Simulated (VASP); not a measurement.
Output of a VASP run:

File OSZICAR:
```
       N       E                     dE             d eps       ncg     rms          rms(c)
DAV:   1    -0.897252324556E+00   -0.89725E+00   -0.11538E+03  3552   0.387E+02
DAV:   2    -0.327837334254E+01   -0.23811E+01   -0.22718E+01  4740   0.257E+01
DAV:   3    -0.329458435144E+01   -0.16211E-01   -0.16194E-01  4836   0.281E+00
DAV:   4    -0.329463057503E+01   -0.46224E-04   -0.46224E-04  4896   0.127E-01
DAV:   5    -0.329463079691E+01   -0.22188E-06   -0.22162E-06  4758   0.697E-03    0.102E+00
DAV:   6    -0.327714781074E+01    0.17483E-01   -0.17529E-03  4278   0.398E-01    0.644E-01
DAV:   7    -0.326040034962E+01    0.16747E-01   -0.90341E-03  3852   0.701E-01    0.353E-02
DAV:   8    -0.326040250689E+01   -0.21573E-05   -0.31842E-05  4944   0.556E-02    0.102E-02
DAV:   9    -0.326039431315E+01    0.81937E-05   -0.40743E-06  4560   0.128E-02    0.547E-04
DAV:  10    -0.326039425437E+01    0.58779E-07   -0.17433E-08  2700   0.111E-03
   1 F= -.32603943E+01 E0= -.32605022E+01  d E =0.323778E-03
```

OUTCAR:
```
------------------------ aborting loop because EDIFF is reached ----------------------------------------
  FORCE on cell =-STRESS in cart. coord.  units (eV):
  Direction    XX          YY          ZZ          XY          YZ          ZX
  --------------------------------------------------------------------------------------
  Total        0.2471537      0.4400494      0.1179024     -0.0827543      0.0000000      0.0000000
  in kB        8.9958715     16.0168683      4.2913969     -3.0120806      0.0000000      0.0000000
  external PRESSURE =       9.7680456 kB  Pullay stress =       0.0000000 kB
  volume of cell :       44.02
      direct lattice vectors                 reciprocal lattice vectors
     1.591533000 -2.700533000  0.000000000     0.314162509 -0.185148635  0.000000000
     1.591533000  2.700533000  0.000000000     0.314162509  0.185148635  0.000000000
     0.000000000  0.000000000  5.120817000     0.000000000  0.000000000  0.195281339
 POSITION                                       TOTAL-FORCE (eV/Angst)
 -----------------------------------------------------------------------------------
      1.59153      0.90018      1.28020         0.063354      0.018162      0.000000
      1.67169     -0.90018      3.84061        -0.063354     -0.018162      0.000000
 -----------------------------------------------------------------------------------
    total drift:                                0.000000      0.000000      0.000000
  FREE ENERGIE OF THE ION-ELECTRON SYSTEM (eV)
  ---------------------------------------------------
  free  energy   TOTEN  =        -3.2603942544 eV

  energy  without entropy=       -3.2607180327  energy(sigma->0) =       -3.26050218
```
(Selected blocks of OUTCAR.)

File POSCAR:
```
Mg
1
    1.5915330000    -2.7005330000     0.0000000000
    1.5915330000     2.7005330000     0.0000000000
    0.0000000000     0.0000000000     5.1208170000
Mg
2
Direct
  0.3333330000   0.6666670000   0.2500000000
  0.6918500000   0.3585160000   0.7500000000
```

### Question
Write an INCAR and KPOINTS that could have produced this output.

### Answer
One answer among several that fit: the input of the run itself, AM05 GGA, plane waves, VASP's PBE PAW potentials (set 64).

File KPOINTS:
```
Automatic mesh
0
Gamma
12 12 7
0 0 0
```

INCAR:
```
! general
SYSTEM  =  Mg
PREC    =  Accurate
ENCUT   =  400
LREAL   =  F
LASPH   =  T   ! aspherical one-centre terms

! electronic loop
EDIFF   =  1E-6
NELM    =  100
ALGO    =  Normal

! smearing
ISMEAR  =  1
SIGMA   =  0.1

! functional
GGA     =  AM

! ions
ISIF    =  2   ! forces and stress, cell fixed

! output
LWAVE   =  F
LCHARG  =  F
```

POTCAR, in this order: Mg (PBE.64 set). Program: vasp_std.

The compound is Mg in the hcp structure. The cell was not relaxed at this level, atoms are displaced from their ideal sites. The run is one of a series of settings (GGA = AM against the base run), some of them coarse on purpose.
